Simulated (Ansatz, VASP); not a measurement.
**GaAs in two plane-wave programs**

Wanted: the spread between two codes on one cell, functional and k mesh. The cell is taken from a series of runs on this material, whose earlier steps may have relaxed, scaled, displaced or heated it; both programs get it as it stands.

Method: plane waves, with VASP 6.6.1 beside it; relaxation of cell and atoms at PBE and zone-centre phonons at PBE, in Ansatz 0.2.0.

## 1. The starting structure

Symmetry: F-43m, No. 216, cubic system. Conventional cell: a = 5.748 Å, b = 5.748 Å, c = 5.748 Å, α = 90.00°, β = 90.00°, γ = 90.00°. Nearest to Ga lie 4 As at 2.49 Å. As has 4 Ga at 2.49 Å nearest. Farther neighbours are not listed.

Structure file:

```xyz
2
Lattice="0.0000 2.8740 2.8740 2.8740 0.0000 2.8740 2.8740 2.8740 0.0000" Properties=species:S:1:pos:R:3 pbc="T T T"
Ga    0.0000    0.0000    0.0000
As    1.4370    1.4370    1.4370
```

## 2. VASP: relaxation of cell and atoms, PBE

The relaxed volume is the usual yardstick between codes: in a stiff, nearly cubic crystal its relative difference is about their pressure difference at one cell divided by the bulk modulus.

Lines of VASP's logs that name or quote its potential files are left out, and so is its time.

INCAR reads:

```
SYSTEM = GaAs
PREC = Accurate
ENCUT = 500
EDIFF = 1E-07
NELM = 120
ISMEAR = 0
SIGMA = 0.02
LREAL = .FALSE.
ALGO = Normal
GGA = PE
NBANDS = 15
LORBIT = 11
LWAVE = .FALSE.
LCHARG = .FALSE.
ISIF = 3
IBRION = 2
NSW = 80
EDIFFG = -0.005
LASPH = .TRUE.
GGA_COMPAT = .FALSE.
NELMIN = 4
EFERMI = MIDGAP
KPAR = 2
```

POSCAR reads:

```
GaAs
1.0
    0.0000000000      2.8740150000      2.8740150000
    2.8740150000      0.0000000000      2.8740150000
    2.8740150000      2.8740150000      0.0000000000
Ga As
1 1
Direct
    0.0000000000      0.0000000000      0.0000000000
    0.2500000870      0.2500000870      0.2500000870
```

KPOINTS reads:

```
Automatic mesh
0
Gamma
10 10 10
0 0 0
```

Potentials, in the order of the species: Ga_d and As (PBE family, release 64).

The run is started by

```sh
> mpirun -np 2 vasp_std
```

Numbers of over 12 decimals in the logs are rounded to 6 here.

The program printed:

```text
[banner, memory and clock lines left out]
running    2 mpi-ranks, on    1 nodes
 distrk:  each k-point on    1 cores,    2 groups
 distr:  one band on    1 cores,    1 groups

 POSCAR found type information on POSCAR GaAs
 POSCAR found :  2 types and       2 ions
 LDA part: xc-table for (Slater+PW92), standard interpolation
 POSCAR, INCAR and KPOINTS ok, starting setup
 FFT: planning ... GRIDC
 FFT: planning ... GRID_SOFT
 FFT: planning ... GRID
 WAVECAR not read
 entering main loop
       N       E                     dE             d eps       ncg     rms          rms(c)
DAV:   1     0.800718528158E+02    0.80072E+02   -0.87787E+03  1434   0.158E+03
DAV:   2    -0.222140565438E+01   -0.82293E+02   -0.78612E+02  1606   0.300E+02
DAV:   3    -0.832795628767E+01   -0.61066E+01   -0.60854E+01  1704   0.673E+01
DAV:   4    -0.842339156348E+01   -0.95435E-01   -0.95421E-01  1756   0.951E+00
DAV:   5    -0.842487645863E+01   -0.14849E-02   -0.14849E-02  1760   0.103E+00    0.275E+00
DAV:   6    -0.829055438654E+01    0.13432E+00   -0.22288E-01  2192   0.800E+00    0.165E+00
DAV:   7    -0.827377772403E+01    0.16777E-01   -0.59067E-02  1781   0.176E+00    0.555E-01
DAV:   8    -0.827466235338E+01   -0.88463E-03   -0.97700E-03  1718   0.117E+00    0.927E-02
DAV:   9    -0.827506524191E+01   -0.40289E-03   -0.96301E-04  1732   0.398E-01    0.535E-02
DAV:  10    -0.827512990850E+01   -0.64667E-04   -0.68312E-05  1761   0.790E-02    0.289E-02
DAV:  11    -0.827518397645E+01   -0.54068E-04   -0.79719E-05  1578   0.671E-02    0.380E-03
DAV:  12    -0.827518435360E+01   -0.37714E-06   -0.12646E-06  1788   0.150E-02    0.154E-03
DAV:  13    -0.827518477145E+01   -0.41785E-06   -0.53617E-07  1683   0.543E-03    0.600E-04
DAV:  14    -0.827518476759E+01    0.38581E-08   -0.10380E-08  1314   0.117E-03
   1 F= -.82751848E+01 E0= -.82751848E+01  d E =-.827518E+01
 curvature:   0.00 expect dE= 0.000E+00 dE for cont linesearch  0.000E+00
 trial: gam= 0.00000 g(F)=  0.753E-41 g(S)=  0.320E-04 ort = 0.000E+00 (trialstep = 0.100E+01)
 search vector abs. value=  0.320E-04
 bond charge predicted
       N       E                     dE             d eps       ncg     rms          rms(c)
DAV:   1    -0.827554884169E+01   -0.36407E-03   -0.44345E-03  1795   0.120E+00    0.108E-01
DAV:   2    -0.827527337018E+01    0.27547E-03   -0.45506E-04  1767   0.450E-01    0.498E-02
DAV:   3    -0.827520238652E+01    0.70984E-04   -0.79183E-05  1823   0.163E-01    0.107E-02
DAV:   4    -0.827519576027E+01    0.66262E-05   -0.75834E-06  1617   0.366E-02    0.381E-03
DAV:   5    -0.827519455581E+01    0.12045E-05   -0.65216E-07  1718   0.109E-02    0.735E-04
DAV:   6    -0.827519454278E+01    0.13036E-07   -0.29936E-08   852   0.224E-03
   2 F= -.82751945E+01 E0= -.82751945E+01  d E =-.977519E-05
 trial-energy change:   -0.000010  1 .order   -0.000009   -0.000032    0.000014
 step:   0.7161(harm=  0.6926)  dis= 0.00000  next Energy=    -8.275197 (dE=-0.118E-04)
 reached required accuracy - stopping structural energy minimisation
```

Parts of OUTCAR (step 2):

```text
ion  position               nearest neighbor table
   1  0.000  0.000  0.000-   2 2.49   2 2.49   2 2.49   2 2.49
   2  0.250  0.250  0.250-   1 2.49   1 2.49   1 2.49   1 2.49

  LATTYP: Found a face centered cubic cell.
 ALAT       =     5.7480300000

 Subroutine GETGRP returns: Found 24 space group operations
 (whereof 24 operations were pure point group operations)

The static configuration has the point symmetry T_d .

 Found     47 irreducible k-points:

   k-points           NKPTS =     47   k-points in BZ     NKDIM =     47   number of bands    NBANDS=     15

   dimension x,y,z NGX =    30 NGY =   30 NGZ =   30
   dimension x,y,z NGXF=    60 NGYF=   60 NGZF=   60

   ENCUT  =  500.0 eV  36.75 Ry    6.06 a.u.   7.41  7.41  7.41*2*pi/ulx,y,z

   NELECT =      18.0000    total number of electrons

 k-points in reciprocal lattice and weights: Automatic mesh
   0.00000000  0.00000000  0.00000000       0.001
   0.10000000  0.00000000  0.00000000       0.008
   0.20000000  0.00000000  0.00000000       0.008
   0.30000000  0.00000000  0.00000000       0.008
   0.40000000  0.00000000  0.00000000       0.008
   0.50000000  0.00000000  0.00000000       0.004
   0.10000000  0.10000000  0.00000000       0.006
   0.20000000  0.10000000  0.00000000       0.024
   0.30000000  0.10000000  0.00000000       0.024
[...]
-0.30000000  0.40000000  0.20000000       0.024
  -0.30000000  0.50000000  0.20000000       0.012

 average (electrostatic) potential at core
       1 -66.7966       2 -50.7565

 E-fermi :   3.5364

 k-point     1 :       0.0000    0.0000    0.0000
  band No.  band energies     occupation
    ...
      5     -11.1912      2.00000
      6      -8.9062      2.00000
      7       3.4639      2.00000
      8       3.4639      2.00000
      9       3.4639      2.00000
     10       3.6060      0.00000
     11       7.1786      0.00000
     12       7.1786      0.00000
     13       7.1786      0.00000
     14      10.8954      0.00000
    ...

 k-point     2 :       0.1000    0.0000    0.0000
  band No.  band energies     occupation
    ...
      5     -11.1913      2.00000
      6      -8.7974      2.00000
      7       1.8945      2.00000
      8       3.3177      2.00000
      9       3.3177      2.00000
     10       4.6870      0.00000
     11       7.3857      0.00000
     12       7.3987      0.00000
     13       7.3987      0.00000
     14      11.5180      0.00000
    ...

 k-point     3 :       0.2000    0.0000    0.0000
  band No.  band energies     occupation
    ...
      5     -11.1912      2.00000
      6      -8.4851      2.00000
      7       0.2103      2.00000
      8       2.9993      2.00000
      9       2.9993      2.00000
     10       4.8604      0.00000
     11       7.8364      0.00000
     12       7.8364      0.00000
     13       8.4289      0.00000
     14      12.3580      0.00000
    ...

  Total       -0.0093242     -0.0093242     -0.0093242      0.0000000      0.0000000     -0.0000000
  in kB       -0.3141708     -0.3141708     -0.3141708      0.0000000      0.0000000     -0.0000000
  external PRESSURE =      -0.3141708 kB  Pullay stress =       0.0000000 kB

  energy-cutoff  :      500.00
  volume of cell :       47.55
      direct lattice vectors                 reciprocal lattice vectors
    -0.000000000  2.875471700  2.875471700    -0.173884514  0.173884514  0.173884514
     2.875471700  0.000000000  2.875471700     0.173884514 -0.173884514  0.173884514
     2.875471700  2.875471700 -0.000000000     0.173884514  0.173884514 -0.173884514

 POSITION                                       TOTAL-FORCE (eV/Angst)
 -----------------------------------------------------------------------------------
      5.75094      5.75094      5.75094         0.000000      0.000000      0.000000
      1.43774      1.43774      1.43774        -0.000000     -0.000000     -0.000000
 -----------------------------------------------------------------------------------
    total drift:                               -0.000072     -0.000072     -0.000072

  FREE ENERGIE OF THE ION-ELECTRON SYSTEM (eV)
  ---------------------------------------------------
  free  energy   TOTEN  =        -8.2751945428 eV

  energy  without entropy=       -8.2751945426  energy(sigma->0) =       -8.27519454

 reached required accuracy - stopping structural energy minimisation

 total charge
# of ion       s       p       d       tot
------------------------------------------
    1        0.883   0.752   9.985  11.620
    2        1.214   1.561   0.028   2.803
--------------------------------------------------
tot          2.097   2.313  10.013  14.424

[... 3 further parts left out ...]
```

The run keeps the 24 symmetry operations of its start, so it cannot find a distortion of lower symmetry.

## 3. Ansatz: relaxation of cell and atoms, PBE

Ansatz runs on norm-conserving files, of PseudoDojo where its log says so.

The same cell, functional, mesh and smearing now go to Ansatz, which takes its cutoff from its data sets.

input.yaml reads:

```yaml
crystal:
  lattice:
    - [0.0, 2.8740152778, 2.8740152778]
    - [2.8740152778, 0.0, 2.8740152778]
    - [2.8740152778, 2.8740152778, 0.0]
  atoms:
    - { symbol: Ga, position: [0.0, 0.0, 0.0] }
    - { symbol: As, position: [0.25, 0.25, 0.25] }
kpoints:
  mp_grid: { grid: [10, 10, 10] }
hamiltonian:
  xc: pbe
  pseudopotentials: { kind: nc, accuracy: standard }
scf:
  occupations: { method: gaussian, width: 0.02 }
output:
  forces: true
  stress: true
  eigenvalues: true
relax:
  adjacent_minimum: "off"
  f_tol: 0.001
  max_steps: 60
  cell: { stress_tol: 0.01 }
```

The run is started by

```sh
> ansatz run input.yaml --threads 4 --pin off --max-ram 7168MiB --backend cpu --events-out ev --progress --plain --runs-dir out
```

The program printed:

```text
Engine: ansatz 0.2.0, x86_64-unknown-linux-gnu
Pseudopotentials: kind: nc
Pseudopotential: Ga, nc, valence charge 13, recommended cutoff 1088.45545 eV (normal), Ga.nc.azcp (PseudoDojo's, or run here from an input of PseudoDojo's; its table is named by hamiltonian.pseudopotentials.accuracy)
Pseudopotential: As, nc, valence charge 15, recommended cutoff 1142.878222 eV (normal), As.nc.azcp (PseudoDojo's, or run here from an input of PseudoDojo's; its table is named by hamiltonian.pseudopotentials.accuracy)
Functional definition: PBE
  parameter kappa = 0.804
  parameter beta = 0.066725
  exchange = pbe_x(kappa = kappa, mu = beta*pi^2/3)
  correlation = pbe_c(beta = beta)
Crystal: 2 atoms, lattice volume = 47.479 Å³
Basis set: ecut = 1142.878222 eV, 4279 PW (Γ), exchange–correlation on 90×90×90 points (8 copies of the dense FFT grid, shifted against one another)
Bands: 18, of which v1, the nominal top of the filled ones, is band 14 counted from 1 (13 counted from 0)
Symmetry: 24 space group operations
Space group: F-43m (ITA 216), of the structure as read, at distance tolerance 3.6e-5 Å
k-points: 47 of 1000 (time reversal used)
Non-local potential: Ga, projectors of the file, l = 0: 2, l = 1: 2, l = 2: 2
Non-local potential: As, projectors of the file, l = 0: 2, l = 1: 2, l = 2: 2
Initial density: superposition of atomic densities (chi_scale 0.1, normalization cell, long waves kept (reshape's long-wave potential 0.00 eV rms))
Initial wavefunctions: pseudopotential atomic-orbital guess
Functional: x = pbe(κ = 0.804, μ = 0.219515), c = pbe(β = 0.066725)
SCF iter   1: F=—  HF=-4967.931141 eV  |F-HF|=—  |Δ(HF+E_count)|=         —  Δρ=3.32e-2  dr2=3.93e-1  ethr=3.10e-3  ⟨swp⟩=5.6  Hψ=4413  notcnv=0
preconditioner: auto → none  [insulator: Δε(μ)=0.107 eV  Ē_g=15.463 eV  σ=0.020 eV  W_gap=1.00  n_scr=14 (ndim 8)  ℏωp=22.9 eV  f_vac=0.005  D(μ)=0.00/eV (n_scr^D=0)  ε∞_Penn≈3.2]
SCF iter   2: F=—  HF=-4967.863740 eV  |F-HF|=—  |Δ(HF+E_count)|=   6.74e-2  Δρ=1.44e-2  dr2=7.55e-2  ethr=1.40e-3  ⟨swp⟩=2.0  Hψ=1408  notcnv=0
SCF iter   3: F=—  HF=-4967.860352 eV  |F-HF|=—  |Δ(HF+E_count)|=   3.39e-3  Δρ=3.50e-3  dr2=6.20e-3  ethr=2.70e-4  ⟨swp⟩=2.7  Hψ=1549  notcnv=0
SCF iter   4: F=—  HF=-4967.858584 eV  |F-HF|=—  |Δ(HF+E_count)|=   1.77e-3  Δρ=1.23e-3  dr2=1.87e-4  ethr=2.21e-5  ⟨swp⟩=3.8  Hψ=1590  notcnv=0
SCF iter   5: F=—  HF=-4967.858615 eV  |F-HF|=—  |Δ(HF+E_count)|=   3.15e-5  Δρ=1.55e-4  dr2=5.37e-6  ethr=6.66e-7  ⟨swp⟩=2.0  Hψ=1504  notcnv=0
SCF iter   6: F=—  HF=-4967.858518 eV  |F-HF|=—  |Δ(HF+E_count)|=   9.72e-5  Δρ=2.54e-5  dr2=1.75e-7  ethr=1.92e-8  ⟨swp⟩=2.0  Hψ=1504  notcnv=0
SCF iter   7: F=-4967.858518 eV  HF=-4967.858518 eV  |F-HF|=2.82e-9  |Δ(HF+E_count)|=   1.62e-7  Δρ=1.07e-5  dr2=2.25e-8  ethr=3.57e-10  ⟨swp⟩=6.5  Hψ=3813  notcnv=0
SCF 1 converged in 7 iterations: F = -4967.858518 eV  dr2 = 2.25e-8
relax step   1: F+E_penalty+E_count = -4967.85851832 eV  Δ(F+E_penalty+E_count) = +0.000e0 eV  max|allowed force component| = 3.886e-16 eV/Å  Δτ_max = 0.0000 Å  P = +0.005 GPa  Ω = 47.479 Å³  (7 SCF iters, dr2 threshold 1.00e-7 eV, accepted)
Initial density: handed on by an earlier stage of this run
Initial wavefunctions: pseudopotential atomic-orbital guess (no wavefunctions were taken with the density)
iter 1 solved again at ethr=1.46e-7 eV; its pass at ethr=3.10e-3 eV (dr2=4.09e-5 eV) is discarded
SCF iter   1: F=—  HF=-4967.858628 eV  |F-HF|=—  |Δ(HF+E_count)|=         —  Δρ=1.07e-5  dr2=2.35e-8  ethr=1.46e-7  ⟨swp⟩=3.7  Hψ=7081  notcnv=0
preconditioner: auto → none  [insulator: Δε(μ)=0.150 eV  Ē_g=15.262 eV  σ=0.020 eV  W_gap=1.00  n_scr=14 (ndim 8)  ℏωp=22.9 eV  f_vac=0.094  D(μ)=0.00/eV (n_scr^D=0)  ε∞_Penn≈3.2]
SCF iter   2: F=—  HF=-4967.858518 eV  |F-HF|=—  |Δ(HF+E_count)|=   1.10e-4  Δρ=3.70e-6  dr2=3.32e-9  ethr=8.38e-11  ⟨swp⟩=2.8  Hψ=1650  notcnv=0
SCF iter   3: F=—  HF=-4967.858518 eV  |F-HF|=—  |Δ(HF+E_count)|=   4.76e-9  Δρ=1.14e-6  dr2=5.22e-10  ethr=1.19e-11  ⟨swp⟩=2.0  Hψ=1029  notcnv=0
SCF iter   4: F=—  HF=-4967.858518 eV  |F-HF|=—  |Δ(HF+E_count)|=  9.18e-10  Δρ=2.99e-7  dr2=3.53e-11  ethr=1.86e-12  ⟨swp⟩=2.0  Hψ=1034  notcnv=0
SCF iter   5: F=-4967.858518 eV  HF=-4967.858518 eV  |F-HF|=1.82e-12  |Δ(HF+E_count)|=  1.17e-10  Δρ=4.35e-8  dr2=5.09e-13  ethr=1.00e-12  ⟨swp⟩=5.0  Hψ=4311  notcnv=0
SCF 2 converged in 5 iterations: F = -4967.858518 eV  dr2 = 5.09e-13
relax step   2: F+E_penalty+E_count = -4967.85851833 eV  Δ(F+E_penalty+E_count) = -8.458e-9 eV  max|allowed force component| = 3.701e-16 eV/Å  Δτ_max = 0.0000 Å  P = +0.005 GPa  Ω = 47.479 Å³  stress off target by 4.60e-3 GPa  SCF on the basis re-selected at this cell (its energy is not comparable with the rows above)  (5 SCF iters)
basis re-selected at this cell: Δ(F+E_penalty+E_count) = -8.458e-9 eV, ΔP = -0.000 GPa vs the last step (what re-selecting the basis moved, of the pressure what is left beyond the Pulay correction that the steps carried, after the strain that the cell walked since its last selection, with what the two solves' SCF thresholds leave and, on support functions, any second-order correction that the steps lacked; it is no m [...]
SCF converged after 5 iterations
Free energy (F): -4967.858518 eV
Harris-Foulkes:  -4967.858518 eV  (|F-HF|=1.82e-12)
Internal energy: -4967.858518 eV  (E = F + TS)
E sigma→0 (E₀):  -4967.858518 eV
Fermi energy:    8.187070 eV
--- Per-component energies (eV) ---
  E_band       = -312.426607
  E_kinetic    = 3779.176066
  E_local      = -4001.824181  (includes V_loc(G=0)·N_el)
  E_nonlocal   = -2462.796533
  E_hartree    = 1588.287244
  E_xc         = -1216.261974
  E_vxc        = -803.556465  (∫ρ·V_xc dr)
  E_ewald      = -2654.439140
  E_smearing   = -0.000000  (= −TS)
  E_closure    = -0.000000  (closes the sum)
  Σ components = -4967.858518   (vs F -4967.858518, Δ=0.00e0)
--- Forces (eV/Å), atoms counted from 1 ---
  atom   1  Ga     0.00000000    -0.00000000     0.00000000
  atom   2  As    -0.00000000    -0.00000000     0.00000000
  max |Σ_I F_I| component: 8.79e-17 eV/Å
--- Stress (GPa, compression-positive) ---
        0.004599      -0.000000      -0.000000
       -0.000000       0.004599       0.000000
       -0.000000       0.000000       0.004599
  P = ⅓ Tr σ = 0.0046 GPa (0.046 kbar)
--- Band table (eV; the first three rows and the last of 47) ---
  k-point 0: bands = [... 10 lower, -4.2712, 8.1107, 8.1107, 8.1107, 8.2606, 11.8398, 11.8398, 11.8398]
  k-point 1: bands = [... 10 lower, -4.1623, 6.5432, 7.9647, 7.9647, 9.3405, 12.0451, 12.0601, 12.0601]
  k-point 2: bands = [... 10 lower, -3.8498, 4.8574, 7.6463, 7.6463, 9.5158, 12.4984, 12.4984, 13.0864]
  k-point 46: bands = [... 10 lower, -1.9445, 1.6745, 4.8749, 5.0483, 12.0099, 12.0107, 14.2613, 14.7018]
--- Relaxed structure (1 steps of the walk, 1 accepted, 1 SCFs on fresh bases) ---
  F+E_penalty+E_count = -4967.85851833 eV   max|allowed force component| = 3.701e-16 eV/Å   (the final SCF, on the basis selected at the relaxed cell)
  cell:  # Å, volume = 47.4785 Å³
    - [0.0, 2.8740152778, 2.8740152778]
    - [2.8740152778, 0.0, 2.8740152778]
    - [2.8740152778, 2.8740152778, 0.0]
  atoms:
    - { symbol: Ga, position: [0.0, 0.0, 0.0] }
    - { symbol: As, position: [0.25, 0.25, 0.25] }
```

The column dr2 measures how far the density is from self-consistency, as an energy; F and HF (Harris–Foulkes) agree once it is small.

## 4. Differences

Known differences besides the potentials themselves: the data sets hold 28 valence electrons in Ansatz (on norm-conserving files, of PseudoDojo where its log says so) and 18 in VASP; the cutoff is 1142.88 eV in Ansatz and 500 eV in VASP; Ansatz adds a Pulay correction to the stress that steers its cell, VASP none. Total energies have different zeros and are not compared.

Compared:

```
                                         quantity  Ansatz   VASP  difference
                                      volume (Å³)   47.48  47.55     -0.15 %
edge a after relaxation, in the typed setting (Å)   4.064  4.066     -0.05 %
```

[end of part 1 of 2]

[Lines on the potential files, build, host, timing and source positions are cut from VASP's logs without a mark.]

[Logs are printed without paths, hosts, clocks, repeated set-up lines and the standing remarks that a program may print on its own settings, such as how far it seeks lower states.]

[Hosts, paths, dates, database ids (printed as entryN), source tags and the programs' standing remarks are cut or masked in the printed files.]
